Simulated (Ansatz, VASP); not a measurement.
# Mg (Mg strained to the junction's net): VASP beside Ansatz

Wanted: the spread between two codes on one cell, functional and k mesh. The structure shown is the end of the Ansatz relaxation below.

Main program and level: Ansatz 0.2.0; plane waves, with VASP 6.6.1 beside it; single point at PBE.

## Step 1: Starting point

Symmetry: P6_3/mmc, No. 194, hexagonal system. Conventional cell: a = 3.205 Å, b = 3.205 Å, c = 5.160 Å, α = 90.00°, β = 90.00°, γ = 120.00°. Mg has 12 Mg at 3.17 to 3.21 Å nearest.

## Step 2: Ansatz: relaxation, PBE

Ansatz runs on its default PAW (the set named soft_2) files.

This run makes the geometry at which the two programs are then compared.

input.yaml reads:

```yaml
crystal:
  lattice:
    - [3.205, 0.0, 0.0]
    - [-1.6025, 2.7756114191, 0.0]
    - [0.0, 0.0, 5.1729169279]
  atoms:
    - { symbol: Mg, position: [0.0, 0.0, 0.0] }
    - { symbol: Mg, position: [0.3333333333, 0.6666666667, 0.5] }
kpoints:
  mp_grid: { grid: [12, 12, 6] }
scf:
  occupations: { method: fermi_dirac, width: 0.1 }
  max_iter: 150
hamiltonian:
  xc: pbe
relax:
  f_tol: 0.01
  max_steps: 40
  cell: { fix: [a, b, angles] }
```

Command:

```sh
$ ansatz run input.yaml --threads 4 --pin off --max-ram 10240MiB --backend cpu --events-out ev --progress --plain --runs-dir out
```

Numbers of over 12 decimals in the logs are rounded to 6 here.

Log:

```text
Engine: ansatz 0.2.0, aarch64-unknown-linux-gnu
Pseudopotentials: kind: paw
Pseudopotential: Mg, paw, valence charge 10, recommended cutoff 420 eV (normal), Mg.paw.azcp
Functional definition: PBE
  parameter kappa = 0.804
  parameter beta = 0.066725
  exchange = pbe_x(kappa = kappa, mu = beta*pi^2/3)
  correlation = pbe_c(beta = beta)
Crystal: 2 atoms, lattice volume = 46.017 Å³
Basis set: ecut = 420 eV, 917 PW (Γ), exchange–correlation on 48×48×72 points (8 copies of the dense FFT grid, shifted against one another)
Bands: 14, of which v1, the nominal top of the filled ones, is band 10 counted from 1 (9 counted from 0)
Symmetry: 24 space group operations
Space group: P63/mmc (ITA 194), of the structure as read, at distance tolerance 3.6e-5 Å
k-points: 76 of 864
Non-local potential: Mg, projectors of the file, l = 0: 3, l = 1: 2, l = 2: 1
PAW form: soft (Blöchl's): semilocal exchange-correlation on the pseudo side does not see the compensation charge
PAW one-centre angular grid: Mg, 110 points (default); XC on 64 Gauss nodes
Initial density: superposition of atomic densities (neutral atoms: chi_scale 0, normalization atom), corrected by the library's trained network
Initial wavefunctions: pseudopotential atomic-orbital guess
Functional: x = pbe(κ = 0.804, μ = 0.219515), c = pbe(β = 0.066725)
SCF iter   1: F=—  HF=-3847.623055 eV  |F-HF|=—  |Δ(HF+E_count)|=         —  Δρ=8.87e-4  dr2=4.25e-4  ethr=1.77e-3  ⟨swp⟩=5.0  Hψ=5357  notcnv=0
preconditioner: auto → none  [metal: Δε(μ)=0.212 eV  Ē_g=6.892 eV  σ=0.100 eV  W_gap=0.39  n_scr=8 (ndim 8)  ℏωp=10.9 eV  f_vac=0.000  D(μ)=0.82/eV (n_scr^D=2)  sad-step TF]
SCF iter   2: F=—  HF=-3847.622666 eV  |F-HF|=—  |Δ(HF+E_count)|=   3.89e-4  Δρ=5.89e-4  dr2=1.90e-4  ethr=2.13e-6  ⟨swp⟩=2.0  Hψ=2221  notcnv=0
SCF iter   3: F=—  HF=-3847.622681 eV  |F-HF|=—  |Δ(HF+E_count)|=   1.50e-5  Δρ=2.70e-4  dr2=1.61e-5  ethr=9.52e-7  ⟨swp⟩=2.0  Hψ=1832  notcnv=0
SCF iter   4: F=—  HF=-3847.622680 eV  |F-HF|=—  |Δ(HF+E_count)|=   1.64e-6  Δρ=1.04e-4  dr2=2.10e-6  ethr=8.07e-8  ⟨swp⟩=2.0  Hψ=1672  notcnv=0
iter 5 did not close the SCF: its close was put off for the readings that it lacked (scf_convergence_deferred on its scf_iter line)
SCF iter   5: F=-3847.622678 eV  HF=-3847.622678 eV  |F-HF|=2.66e-9  |Δ(HF+E_count)|=   2.13e-6  Δρ=7.41e-6  dr2=9.08e-9  ethr=1.05e-8  ⟨swp⟩=2.0  Hψ=1757  notcnv=0
SCF iter   6: F=-3847.622678 eV  HF=-3847.622678 eV  |F-HF|=4.56e-9  |Δ(HF+E_count)|=   4.62e-9  Δρ=4.03e-6  dr2=2.94e-9  ethr=4.54e-11  ⟨swp⟩=1.9  Hψ=3329  notcnv=0
SCF 1 converged in 6 iterations: F = -3847.622678 eV  dr2 = 2.94e-9
  greatest PAW one-centre occupation: 1.000 electrons in one spin orbital (limit 2), on the Mg atom at site 1 (counted from 0), in its partial waves of l = 0
relax step   1: F+E_penalty+E_count = -3847.62267771 eV  Δ(F+E_penalty+E_count) = +0.000e0 eV  max|allowed force component| = 6.476e-17 eV/Å  Δτ_max = 0.0000 Å  P = -0.063 GPa  Ω = 46.017 Å³  fix = [a, b, alpha, beta, gamma]  reactions: a +0.003, b +0.003 GPa  (6 SCF iters, dr2 threshold 1.00e-7 eV, accepted)
[...]
relax step   2: F+E_penalty+E_count = -3847.62274407 eV  Δ(F+E_penalty+E_count) = -6.636e-5 eV  max|allowed force component| = 1.156e-16 eV/Å  Δτ_max = 0.0000 Å  P = +0.002 GPa  Ω = 45.934 Å³  energy of the carried Pulay correction = +1.619e-6 eV  fix = [a, b, alpha, beta, gamma]  reactions: a +0.031, b +0.031 GPa  (2 SCF iters, dr2 threshold 9.38e-8 eV, accepted)
[...]
relax step   3: F+E_penalty+E_count = -3847.62275019 eV  Δ(F+E_penalty+E_count) = -6.117e-6 eV  max|allowed force component| = 5.782e-17 eV/Å  Δτ_max = 0.0000 Å  P = +0.029 GPa  Ω = 45.901 Å³  energy of the carried Pulay correction = +2.257e-6 eV  fix = [a, b, alpha, beta, gamma]  reactions: a +0.043, b +0.043 GPa  (3 SCF iters, dr2 threshold 7.50e-9 eV, accepted)
[...]
relax step   4: F+E_penalty+E_count = -3847.62274761 eV  Δ(F+E_penalty+E_count) = +2.581e-6 eV  max|allowed force component| = 5.551e-17 eV/Å  Δτ_max = 0.0000 Å  P = +0.029 GPa  Ω = 45.901 Å³  fix = [a, b, alpha, beta, gamma]  reactions: a +0.043, b +0.043 GPa  stress off target by 1.01e-3 GPa on what of the cell is left free  SCF on the basis re-selected at this cell (its energy is not comparable with the rows above)  (3 SCF iters)
basis re-selected at this cell: Δ(F+E_penalty+E_count) = +2.581e-6 eV, ΔP = +0.000 GPa vs the last step (what re-selecting the basis moved, of the pressure what is left beyond the Pulay correction that the steps carried, after the strain that the cell walked since its last selection, with what the two solves' SCF thresholds leave and, on support functions, any second-order correction that the steps lacked; it is no m [...]
SCF converged after 3 iterations
Free energy (F): -3847.622748 eV
Harris-Foulkes:  -3847.622748 eV  (|F-HF|=1.82e-11)
Internal energy: -3847.596247 eV  (E = F + TS)
E sigma→0 (E₀):  -3847.609497 eV
Entropy (-TS):   -0.026500 eV (-13.250 meV/atom)
Fermi energy:    5.623708 eV
--- Per-component energies (eV) ---
  E_band       = -714.856197
  E_kinetic    = 149.668042
  E_local      = -3240.693187  (includes V_loc(G=0)·N_el)
  E_nonlocal   = 191.379346
  E_hartree    = 1157.321223
  E_xc         = -56.825079
  E_vxc        = -73.305456  (∫ρ·V_xc dr)
  E_paw        = -585.048218  (= ΣΔE_a)
  E_vpaw       = -56.547371  (= ΣTr[D̂ρ^β])
  E_aug_tail   = -0.000007  (compensation charges beyond the density's cutoff)
  E_ewald      = -1463.398366
  E_smearing   = -0.026500  (= −TS)
  E_closure    = 0.000000  (closes the sum)
  Σ components = -3847.622748   (vs F -3847.622748, Δ=0.00e0)
--- Forces (eV/Å), atoms counted from 1 ---
  atom   1  Mg     0.00000000     0.00000000    -0.00000000
  atom   2  Mg    -0.00000000    -0.00000000     0.00000000
  max |Σ_I F_I| component: 4.63e-18 eV/Å
--- Stress (GPa, compression-positive) ---
        0.042799       0.000000      -0.000000
        0.000000       0.042799       0.000000
       -0.000000       0.000000       0.001012
  P = ⅓ Tr σ = 0.0289 GPa (0.289 kbar)
--- Relaxed structure (3 steps of the walk, 3 accepted, 1 SCFs on fresh bases) ---
  F+E_penalty+E_count = -3847.62274761 eV   max|allowed force component| = 5.551e-17 eV/Å   (the final SCF, on the basis selected at the relaxed cell)
  cell:  # Å, volume = 45.9008 Å³
    - [3.205000, 0, 0]
    - [-1.602500, 2.775611, 0]
    - [0, 0, 5.159806]
  atoms:
    - { symbol: Mg, position: [9.251858539620023e-18, -5.088522196306341e-17, 0] }
    - { symbol: Mg, position: [0.333333, 0.666667, 0.5] }
```

Reading the cycles: dr2 is the Hartree energy of the density residual (eV), the measure of convergence; HF is the Harris–Foulkes estimate of the energy, which meets the free energy F at convergence.

## Step 3: VASP: single point, PBE

The same cell, functional, mesh and smearing now go to VASP, with its own data sets.

Lines of VASP's logs that name or quote its potential files are left out, and so is its time.

INCAR reads:

```
SYSTEM = Mg
PREC = Accurate
ENCUT = 600
EDIFF = 1E-06
NELM = 120
ISMEAR = -1
SIGMA = 0.1
LREAL = .FALSE.
ALGO = Normal
GGA = PE
NBANDS = 8
LORBIT = 11
LWAVE = .FALSE.
LCHARG = .FALSE.
ISIF = 2
LASPH = .TRUE.
GGA_COMPAT = .FALSE.
```

POSCAR reads:

```
Mg
1.0
    3.2050000000      0.0000000000      0.0000000000
   -1.6025000000      2.7756114191      0.0000000000
    0.0000000000      0.0000000000      5.1598062374
Mg
2
Direct
    0.0000000000      0.0000000000      0.0000000000
    0.3333333333      0.6666666667      0.5000000000
```

KPOINTS reads:

```
Automatic mesh
0
Gamma
12 12 6
0 0 0
```

The projector-augmented-wave data sets are Mg (PBE family, release 64).

Command:

```sh
$ mpirun -np 1 vasp_std
```

Log:

```text
[banner, memory and clock lines left out]
running    1 mpi-ranks, on    1 nodes
 distrk:  each k-point on    1 cores,    1 groups
 distr:  one band on    1 cores,    1 groups

 POSCAR found type information on POSCAR Mg
 POSCAR found :  1 types and       2 ions
 LDA part: xc-table for (Slater+PW92), standard interpolation
 POSCAR, INCAR and KPOINTS ok, starting setup
 FFT: planning ... GRIDC
 FFT: planning ... GRID_SOFT
 FFT: planning ... GRID
 WAVECAR not read
 entering main loop
       N       E                     dE             d eps       ncg     rms          rms(c)
DAV:   1    -0.254086355522E+00   -0.25409E+00   -0.14691E+03  1224   0.387E+02
DAV:   2    -0.302666229230E+01   -0.27726E+01   -0.26937E+01  1640   0.245E+01
DAV:   3    -0.304398774878E+01   -0.17325E-01   -0.17318E-01  1680   0.239E+00
DAV:   4    -0.304404263785E+01   -0.54889E-04   -0.54889E-04  1744   0.111E-01
DAV:   5    -0.304404270311E+01   -0.65252E-07   -0.64859E-07  1672   0.335E-03    0.958E-01
DAV:   6    -0.303792973534E+01    0.61130E-02   -0.61907E-04  1456   0.222E-01    0.614E-01
DAV:   7    -0.303047159338E+01    0.74581E-02   -0.24135E-03  1320   0.385E-01    0.340E-02
DAV:   8    -0.303048402549E+01   -0.12432E-04   -0.15000E-05  1944   0.265E-02    0.751E-03
DAV:   9    -0.303048280834E+01    0.12172E-05   -0.11863E-06  1384   0.580E-03    0.619E-04
DAV:  10    -0.303048257060E+01    0.23775E-06   -0.46180E-09   904   0.489E-04
   1 F= -.30304826E+01 E0= -.30172534E+01  d E =-.264583E-01
```

Parts of OUTCAR (step 3):

```text
ion  position               nearest neighbor table
   1  0.000  0.000  0.000-   2 3.17   2 3.17   2 3.17   2 3.17   2 3.17   2 3.17
   2  0.333  0.667  0.500-   1 3.17   1 3.17   1 3.17   1 3.17   1 3.17   1 3.17

  LATTYP: Found a hexagonal cell.
 ALAT       =     3.2050000000
 C/A-ratio  =     1.6099239430

 Subroutine GETGRP returns: Found 24 space group operations
 (whereof 12 operations were pure point group operations)

The static configuration has the point symmetry D_3h.
 The point group associated with its full space group is D_6h.

 Found     76 irreducible k-points:

   k-points           NKPTS =     76   k-points in BZ     NKDIM =     76   number of bands    NBANDS=      8

   dimension x,y,z NGX =    28 NGY =   28 NGZ =   42
   dimension x,y,z NGXF=    56 NGYF=   56 NGZF=   84

   ENCUT  =  600.0 eV  44.10 Ry    6.64 a.u.   6.40  6.40 10.31*2*pi/ulx,y,z

   NELECT =       4.0000    total number of electrons

 k-points in reciprocal lattice and weights: Automatic mesh
   0.00000000  0.00000000  0.00000000       0.001
   0.08333333  0.00000000  0.00000000       0.007
   0.16666667  0.00000000  0.00000000       0.007
   0.25000000  0.00000000  0.00000000       0.007
   0.33333333  0.00000000  0.00000000       0.007
   0.41666667  0.00000000  0.00000000       0.007
   0.50000000  0.00000000  0.00000000       0.003
   0.08333333  0.08333333  0.00000000       0.007
   0.16666667  0.08333333  0.00000000       0.014
[...]
0.33333333  0.25000000  0.50000000       0.014
   0.33333333  0.33333333  0.50000000       0.002

 average (electrostatic) potential at core
       1 -39.2242       2 -39.2242

 E-fermi :   2.6034

 k-point     1 :       0.0000    0.0000    0.0000
  band No.  band energies     occupation
      1      -4.2980      2.00000
      2       0.9944      2.00000
      3       1.4716      1.99998
      4      13.4868      0.00000
      5      13.4868      0.00000
      6      13.5807      0.00000
      7      13.5807      0.00000
      8      14.5068      0.00000

 k-point     2 :       0.0833    0.0000    0.0000
  band No.  band energies     occupation
      1      -4.1620      2.00000
      2       1.1185      2.00000
      3       1.6036      1.99991
      4      11.2192      0.00000
      5      12.2796      0.00000
      6      13.1062      0.00000
      7      14.9780      0.00000
      8      15.4346      0.00000

 k-point     3 :       0.1667    0.0000    0.0000
  band No.  band energies     occupation
      1      -3.7553      2.00000
      2       1.4911      1.99997
      3       1.9944      1.99548
      4       8.7074      0.00000
      5      11.2521      0.00000
      6      11.8998      0.00000
      7      13.4628      0.00000
      8      14.4300      0.00000

  Total       -0.0239533     -0.0239533     -0.0365848      0.0000000      0.0000000      0.0000000
  in kB       -0.8360937     -0.8360937     -1.2769995      0.0000000      0.0000000      0.0000000
  external PRESSURE =      -0.9830623 kB  Pullay stress =       0.0000000 kB

  energy-cutoff  :      600.00
  volume of cell :       45.90
      direct lattice vectors                 reciprocal lattice vectors
     3.205000000  0.000000000  0.000000000     0.312012480  0.180140490  0.000000000
    -1.602500000  2.775611419  0.000000000     0.000000000  0.360280979  0.000000000
     0.000000000  0.000000000  5.159806237     0.000000000  0.000000000  0.193805727

 POSITION                                       TOTAL-FORCE (eV/Angst)
 -----------------------------------------------------------------------------------
      0.00000      0.00000      0.00000        -0.000000     -0.000000      0.000000
     -0.00000      1.85041      2.57990         0.000000      0.000000      0.000000
 -----------------------------------------------------------------------------------
    total drift:                               -0.000000      0.000000      0.000000

  FREE ENERGIE OF THE ION-ELECTRON SYSTEM (eV)
  ---------------------------------------------------
  free  energy   TOTEN  =        -3.0304825706 eV

  energy  without entropy=       -3.0040242470  energy(sigma->0) =       -3.01725341

 total charge
# of ion       s       p       d       tot
------------------------------------------
    1        0.209   0.126   0.012   0.346
    2        0.209   0.126   0.012   0.346
--------------------------------------------------
tot          0.418   0.252   0.023   0.693

[... 3 further parts left out ...]
```

The run ends at a pressure of -0.10 GPa.

## Step 4: Comparison

Known differences besides the potentials themselves: the data sets hold 20 valence electrons in Ansatz (on its default PAW (the set named soft_2) files) and 4 in VASP; the cutoff is 420 eV in Ansatz and 600 eV in VASP; Ansatz's pressure holds a Pulay correction, VASP's none. Total energies have different zeros and are not compared.

Both answers:

| quantity | Ansatz | VASP | difference |
| --- | --- | --- | --- |
| pressure (GPa) | 0.03 | -0.10 | +0.13 |

## Step 5: Summary of results

| Quantity | Value |
| --- | --- |
| difference in pressure (single point, PBE) | 0.13 GPa |

**Reading.** The difference in pressure is 0.13 GPa (single point, PBE), within the 1 GPa picked in this series as the mark of a large difference. The data sets hold unlike numbers of valence electrons (20 in Ansatz and 4 in VASP), so part of the differences comes from the potentials. How closely two codes agree says nothing of how well the functional describes the real material.

[Lines on the potential files, build, host, timing and source positions are cut from VASP's logs without a mark.]

[Logs are printed without paths, hosts, clocks, repeated set-up lines and the standing remarks that a program may print on its own settings, such as how far it seeks lower states.]

[Hosts, paths, dates, database ids (printed as entryN), source tags and the programs' standing remarks are cut or masked in the printed files.]
